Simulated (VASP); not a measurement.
Given:

```
Se
1.0
    4.40492     0.00000     0.00000
   -2.20246     3.81477     0.00000
    0.00000     0.00000    14.24911
Se
2
Cartesian
  0.00000   0.00000   7.12456
  2.20246   1.27159   7.12456
```

These are r2SCAN meta-GGA, VASP's PBE PAW potentials (set 64) (plane waves; VASP) values and carry that method's errors. Settings: 400 eV cut-off, 11×11×1 Γ-centred mesh, tetrahedra with Blöchl corrections, potentials Se.

The cell holds a wide vacuum, so values per volume refer to the whole cell.

Predict the energy per atom (σ→0), band gap (over mesh and band path) with the smallest direct gap where there is one.

```json
{
 "band gap (over mesh and band path)": "none (metal, semimetal or under 0.01 eV)",
 "energy per atom (σ→0)": "-13.663 eV/atom"
}
```

Total energies compare only between runs with the same potentials, cut-off and functional.

The cell is a sheet with vacuum, built from a generated structure.
